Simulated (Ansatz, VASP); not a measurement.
# Ti (linear Ti chain): VASP beside Ansatz

Wanted: the spread between two codes on one cell, functional and k mesh. The structure shown is the end of the Ansatz relaxation below.

Program: Ansatz 0.2.0. Level of theory: plane waves, with VASP 6.6.1 beside it; single point at RPBE. Results are calculated unless marked as measured.

## 1. Set-up

The cell holds 1 atom: 1 Ti. Cell: a = 7.500 Å, b = 7.500 Å, c = 2.793 Å, α = 90.0°, β = 90.0°, γ = 90.0°. Vacuum lies along a and b. The structure's axis is c.

## 2. Ansatz: relaxation, RPBE

Ansatz runs on its default PAW (the set named soft_2) files.

This run makes the geometry at which the two programs are then compared.

Input file input.yaml:

```yaml
crystal:
  lattice:
    - [7.5, 0.0, 0.0]
    - [0.0, 7.5, 0.0]
    - [0.0, 0.0, 2.976]
  atoms:
    - { symbol: Ti, position: [0.5, 0.5, 0.0], spin: 2.0 }
magnetization:
  spin_polarized: true
kpoints:
  mp_grid: { grid: [1, 1, 27] }
scf:
  occupations: { method: fermi_dirac, width: 0.05 }
hamiltonian:
  xc: rpbe
relax:
  cell: { fix: [a, b, alpha, beta, gamma] }
  max_steps: 60
```

The run is started by

```
ansatz run input.yaml --threads 4 --pin off --max-ram 8192MiB --backend cpu --events-out ev --progress --plain --runs-dir out
```

Numbers of over 12 decimals in the logs are rounded to 6 here.

What it wrote:

```text
Engine: ansatz 0.2.0, aarch64-unknown-linux-gnu
Pseudopotentials: kind: paw
Pseudopotential: Ti, paw, valence charge 12, recommended cutoff 420 eV (normal), Ti.paw.azcp
Functional definition: RPBE
  parameter kappa = 0.804
  parameter beta = 0.066725
  exchange = rpbe_x(kappa = kappa, mu = beta*pi^2/3)
  correlation = pbe_c(beta = beta)
Crystal: 1 atoms, lattice volume = 167.400 Å³
Basis set: ecut = 420 eV, 3265 PW (Γ), exchange–correlation on 108×108×40 points (8 copies of the dense FFT grid, shifted against one another)
Bands: 11, of which v1, the nominal top of the filled ones, is band 6 counted from 1 (5 counted from 0)
Symmetry: 16 space group operations
Space group: P4/mmm (ITA 123), of the structure as read, at distance tolerance 5.5e-5 Å
Magnetic group: BNS 123.339 (UNI 999), of the structure as read, at distance tolerance 5.5e-5 Å
k-points: 14 of 27
Non-local potential: Ti, projectors of the file, l = 0: 3, l = 1: 2, l = 2: 3, l = 3: 1
PAW form: soft (Blöchl's): semilocal exchange-correlation on the pseudo side does not see the compensation charge
PAW frozen core: Ti, regenerated for the run's functional, and the local potential with it (the file was generated under x = pbe(κ = 0.804, μ = 0.219515), c = pbe(β = 0.066725))
PAW one-centre angular grid: Ti, 590 points (default); XC on 64 Gauss nodes
Initial density: superposition of atomic densities (neutral atoms: chi_scale 0, normalization atom)
Starting moments: Σ|m| = 2 μB on 1 of 1 site
Initial wavefunctions: pseudopotential atomic-orbital guess
Functional: x = rpbe, c = pbe(β = 0.066725)
SCF iter   1: F=—  HF=-2500.200644 eV  |F-HF|=—  |Δ(HF+E_count)|=         —  Δρ=1.34e-2 (↑1.34e-2 ↓5.74e-3)  dr2=9.54e-1  dr2_m=6.04e-2  M=2.604 μB ∫|m|=2.604 μB  β_m=0.30  ethr=3.10e-3  ⟨swp⟩=5.3  Hψ=1784  notcnv=0
Mixer restart at iter 1: flushing history
preconditioner: auto → LDOS  [metal: Δε(μ)=0.028 eV  Ē_g=2.237 eV  σ=0.050 eV  W_gap=0.14  n_scr=12 (ndim 8)  ℏωp=5.7 eV  f_vac=0.556  D(μ)=4.97/eV (n_scr^D=30)]
spin=Collinear: LDOS preconditioning applied to the charge; magnetization (m = ρ↑ − ρ↓) channel mixes plain (no charge-response kernel on spin).
SCF iter   2: F=—  HF=-2500.303887 eV  |F-HF|=—  |Δ(HF+E_count)|=   1.03e-1  Δρ=8.60e-3 (↑8.60e-3 ↓4.01e-3)  dr2=4.32e-1  dr2_m=2.88e-2  M=2.685 μB ∫|m|=2.685 μB  β_m=0.58  ethr=3.10e-3  ⟨swp⟩=2.4  Hψ=673  notcnv=0  defer=1
SCF iter   3: F=—  HF=-2500.503785 eV  |F-HF|=—  |Δ(HF+E_count)|=   2.00e-1  Δρ=2.35e-3 (↑2.35e-3 ↓1.32e-3)  dr2=1.04e-2  dr2_m=2.24e-3  M=2.848 μB ∫|m|=2.848 μB  β_m=0.78  ethr=3.10e-3  ⟨swp⟩=2.4  Hψ=582  notcnv=0  defer=2
SCF iter   4: F=—  HF=-2500.703455 eV  |F-HF|=—  |Δ(HF+E_count)|=         —  Δρ=1.29e-2 (↑1.29e-2 ↓4.72e-4)  dr2=6.64e-2  dr2_m=6.47e-2  M=2.886 μB ∫|m|=2.886 μB  β_m=1.00  ethr=8.67e-5  ⟨swp⟩=2.8  Hψ=687  notcnv=0  defer=1
Mixer restart at iter 4: flushing history
SCF iter   5: F=—  HF=-2500.606899 eV  |F-HF|=—  |Δ(HF+E_count)|=   9.66e-2  Δρ=1.38e-3 (↑1.38e-3 ↓4.89e-4)  dr2=3.04e-3  dr2_m=1.02e-3  M=2.889 μB ∫|m|=2.889 μB  β_m=0.78  ethr=4.17e-4  ⟨swp⟩=2.2  Hψ=596  notcnv=0  defer=1
SCF iter   6: F=—  HF=-2500.611313 eV  |F-HF|=—  |Δ(HF+E_count)|=   4.41e-3  Δρ=7.50e-4 (↑7.50e-4 ↓2.24e-4)  dr2=5.52e-4  dr2_m=2.78e-4  M=2.889 μB ∫|m|=2.889 μB  β_m=0.89  ethr=2.53e-5  ⟨swp⟩=2.5  Hψ=674  notcnv=0  defer=3
SCF iter   7: F=—  HF=-2500.613072 eV  |F-HF|=—  |Δ(HF+E_count)|=   1.76e-3  Δρ=1.34e-4 (↑1.34e-4 ↓9.84e-5)  dr2=4.06e-5  dr2_m=1.04e-5  M=2.890 μB ∫|m|=2.890 μB  β_m=0.88  ethr=4.60e-6  ⟨swp⟩=2.0  Hψ=592  notcnv=0  defer=3
SCF iter   8: F=—  HF=-2500.613096 eV  |F-HF|=—  |Δ(HF+E_count)|=   2.32e-5  Δρ=4.25e-5 (↑4.25e-5 ↓2.37e-5)  dr2=2.06e-6  dr2_m=1.28e-6  M=2.890 μB ∫|m|=2.890 μB  β_m=0.91  ethr=3.39e-7  ⟨swp⟩=2.0  Hψ=529  notcnv=0  defer=3
SCF iter   9: F=—  HF=-2500.613098 eV  |F-HF|=—  |Δ(HF+E_count)|=   2.42e-6  Δρ=1.49e-5 (↑1.49e-5 ↓8.07e-6)  dr2=2.97e-7  dr2_m=1.27e-7  M=2.890 μB ∫|m|=2.890 μB  β_m=0.88  ethr=1.72e-8  ⟨swp⟩=2.0  Hψ=485  notcnv=0  defer=3
SCF iter  10: F=—  HF=-2500.613099 eV  |F-HF|=—  |Δ(HF+E_count)|=   5.71e-7  Δρ=3.98e-6 (↑2.81e-6 ↓3.98e-6)  dr2=2.95e-8  dr2_m=1.38e-8  M=2.890 μB ∫|m|=2.890 μB  β_m=0.94  ethr=2.47e-9  ⟨swp⟩=2.4  Hψ=474  notcnv=0  defer=3
SCF iter  11: F=-2500.613099 eV  HF=-2500.613099 eV  |F-HF|=3.37e-10  |Δ(HF+E_count)|=   9.73e-8  Δρ=1.74e-6 (↑1.74e-6 ↓7.47e-7)  dr2=3.21e-9  dr2_m=1.86e-9  M=2.890 μB ∫|m|=2.890 μB  ethr=2.46e-10  ⟨swp⟩=1.6  Hψ=1023  notcnv=0
SCF 1 converged in 11 iterations: F = -2500.613099 eV  dr2 = 3.21e-9
  greatest PAW one-centre occupation: 0.999 electrons in one spin orbital (limit 2), on the Ti atom at site 0 (counted from 0), in its partial waves of l = 0
[...]
SCF iter   2: F=—  HF=-2500.651628 eV  |F-HF|=—  |Δ(HF+E_count)|=   2.31e-3  Δρ=1.51e-3 (↑1.51e-3 ↓5.24e-4)  dr2=5.08e-3  dr2_m=9.28e-4  M=2.895 μB ∫|m|=2.895 μB  β_m=0.63  ethr=8.68e-5  ⟨swp⟩=1.5  Hψ=382  notcnv=0
SCF iter   3: F=—  HF=-2500.653874 eV  |F-HF|=—  |Δ(HF+E_count)|=   2.25e-3  Δρ=2.74e-4 (↑2.74e-4 ↓2.34e-4)  dr2=6.46e-5  dr2_m=4.97e-5  M=2.914 μB ∫|m|=2.914 μB  β_m=0.66  ethr=4.24e-5  ⟨swp⟩=2.8  Hψ=570  notcnv=0
SCF iter   4: F=—  HF=-2500.654197 eV  |F-HF|=—  |Δ(HF+E_count)|=   3.23e-4  Δρ=1.40e-4 (↑1.40e-4 ↓1.11e-4)  dr2=2.71e-5  dr2_m=1.08e-5  M=2.917 μB ∫|m|=2.917 μB  β_m=0.83  ethr=5.38e-7  ⟨swp⟩=2.5  Hψ=537  notcnv=0
SCF iter   5: F=—  HF=-2500.654312 eV  |F-HF|=—  |Δ(HF+E_count)|=   1.15e-4  Δρ=3.56e-5 (↑3.56e-5 ↓8.91e-6)  dr2=1.50e-6  dr2_m=5.45e-7  M=2.921 μB ∫|m|=2.921 μB  β_m=0.86  ethr=2.26e-7  ⟨swp⟩=2.4  Hψ=540  notcnv=0
SCF iter   6: F=—  HF=-2500.654312 eV  |F-HF|=—  |Δ(HF+E_count)|=   1.53e-7  Δρ=5.86e-6 (↑5.86e-6 ↓3.67e-6)  dr2=4.65e-8  dr2_m=1.75e-8  M=2.920 μB ∫|m|=2.920 μB  β_m=0.93  ethr=1.25e-8  ⟨swp⟩=2.7  Hψ=455  notcnv=0
iter 7 did not close the SCF: its close was put off for a magnetic moment that had not settled (scf_convergence_deferred on its scf_iter line)
SCF iter   7: F=-2500.654312 eV  HF=-2500.654312 eV  |F-HF|=7.13e-8  |Δ(HF+E_count)|=   1.92e-7  Δρ=5.50e-6 (↑5.50e-6 ↓8.98e-7)  dr2=3.68e-8  dr2_m=1.06e-8  M=2.920 μB ∫|m|=2.920 μB  β_m=0.96  ethr=3.87e-10  ⟨swp⟩=1.8  Hψ=1017  notcnv=0
SCF iter   8: F=-2500.654312 eV  HF=-2500.654312 eV  |F-HF|=5.51e-8  |Δ(HF+E_count)|=   9.53e-9  Δρ=1.65e-6 (↑1.65e-6 ↓3.54e-7)  dr2=6.25e-9  dr2_m=7.20e-10  M=2.920 μB ∫|m|=2.920 μB  ethr=3.07e-10  ⟨swp⟩=1.8  Hψ=954  notcnv=0
SCF 3 converged in 8 iterations: F = -2500.654312 eV  dr2 = 6.25e-9
relax step   3: F+E_penalty+E_count = -2500.65431207 eV  Δ(F+E_penalty+E_count) = -1.966e-2 eV  max|allowed force component| = 0.000e0 eV/Å  Δτ_max = 0.0000 Å  P = -0.153 GPa  Ω = 155.887 Å³  energy of the carried Pulay correction = +2.706e-4 eV  fix = [a, b, alpha, beta, gamma]  reactions: a -0.303, b -0.303 GPa  (8 SCF iters, dr2 threshold 1.00e-7 eV, accepted)
[...]
relax step   4: F+E_penalty+E_count = -2500.65473761 eV  Δ(F+E_penalty+E_count) = -4.255e-4 eV  max|allowed force component| = 0.000e0 eV/Å  Δτ_max = 0.0000 Å  P = -0.210 GPa  Ω = 157.079 Å³  energy of the carried Pulay correction = +2.413e-4 eV  fix = [a, b, alpha, beta, gamma]  reactions: a -0.304, b -0.304 GPa  (6 SCF iters, dr2 threshold 5.37e-8 eV, accepted)
[...]
relax step   5: F+E_penalty+E_count = -2500.65442739 eV  Δ(F+E_penalty+E_count) = +3.102e-4 eV  max|allowed force component| = 0.000e0 eV/Å  Δτ_max = 0.0000 Å  P = -0.209 GPa  Ω = 157.079 Å³  fix = [a, b, alpha, beta, gamma]  reactions: a -0.303, b -0.303 GPa  stress off target by 2.13e-2 GPa on what of the cell is left free  SCF on the basis re-selected at this cell (its energy is not comparable with the rows above)  (8 SCF iters)
basis re-selected at this cell: Δ(F+E_penalty+E_count) = +3.102e-4 eV, ΔP = +0.001 GPa vs the last step (what re-selecting the basis moved, of the pressure what is left beyond the Pulay correction that the steps carried, after the strain that the cell walked since its last selection, with what the two solves' SCF thresholds leave and, on support functions, any second-order correction that the steps lacked; it is no measure of the basis error at this ecutwfc). This SCF's stress stands 2.13e-2 GPa from its target on what of the cell is left free (relax.cell.stress_tol is 5.00e-2 GPa) and its largest allowed force component is 0.00e0 eV/Å (relax.f_tol is 1.00e-2 eV/Å): [rest of the remark cut]
SCF converged after 8 iterations
Magnetization: 2.9143 μB (7.4572 up, 4.5428 down)
Absolute magnetization: 2.9143 μB (∫|ρ↑−ρ↓|, with the PAW one-centre terms)
Spin contamination: 0.0029 ħ² per cell (⟨S²⟩ above its minimum at these occupations)
Per-site moments (μB) at R_I (Å): [(2.011227, 1.151914)]
Free energy (F): -2500.654427 eV
Harris-Foulkes:  -2500.654427 eV  (|F-HF|=9.09e-13)
Internal energy: -2500.632716 eV  (E = F + TS)
E sigma→0 (E₀):  -2500.643572 eV
Entropy (-TS):   -0.021711 eV (-21.711 meV/atom)
Fermi energy:    -1.233105 eV
--- Per-component energies (eV) ---
  E_band       = -331.429579
  E_kinetic    = 270.185380
  E_local      = -2295.785349  (includes V_loc(G=0)·N_el)
  E_nonlocal   = 13.291768
  E_hartree    = 986.375248
  E_xc         = -94.238233
  E_vxc        = -116.982051  (∫ρ·V_xc dr)
  E_paw        = -1054.802834  (= ΣΔE_a)
  E_vpaw       = -174.889957  (= ΣTr[D̂ρ^β])
  E_aug_tail   = 0.000134  (compensation charges beyond the density's cutoff)
  E_ewald      = -325.606561
  E_core_change = -0.052270  (= ΣΔE_core)
  E_smearing   = -0.021711  (= −TS)
  E_closure    = 0.000000  (closes the sum)
  Σ components = -2500.654427   (vs F -2500.654427, Δ=0.00e0)
--- Forces (eV/Å), atoms counted from 1 ---
  atom   1  Ti     0.00000000     0.00000000     0.00000000
  max |Σ_I F_I| component: 1.01e-28 eV/Å
--- Stress (GPa, compression-positive) ---
       -0.302716       0.000000       0.000000
        0.000000      -0.302716       0.000000
        0.000000       0.000000      -0.021250
  P = ⅓ Tr σ = -0.2089 GPa (-2.089 kbar)
--- Relaxed structure (4 steps of the walk, 4 accepted, 1 SCFs on fresh bases) ---
  F+E_penalty+E_count = -2500.65442739 eV   max|allowed force component| = 0.000e0 eV/Å   (the final SCF, on the basis selected at the relaxed cell)
  cell:  # Å, volume = 157.0792 Å³
    - [7.5, 0.0, 0.0]
    - [0.0, 7.5, 0.0]
    - [0.0, 0.0, 2.792519]
  atoms:
    - { symbol: Ti, position: [0.5, 0.5, 0.0] }
```

In the SCF lines HF is the Harris–Foulkes energy and dr2 the Hartree energy of the density residual, in eV; the loop may stop once dr2 is under the threshold and the program's other checks hold. Hψ counts applications of the Hamiltonian.

(Part 1 of 2 ends here.)

[Lines on the potential files, build, host, timing and source positions are cut from VASP's logs without a mark.]

[Logs are printed without paths, hosts, clocks, repeated set-up lines and the standing remarks that a program may print on its own settings, such as how far it seeks lower states.]

[Hosts, paths, dates, database ids (printed as entryN), source tags and the programs' standing remarks are cut or masked in the printed files.]
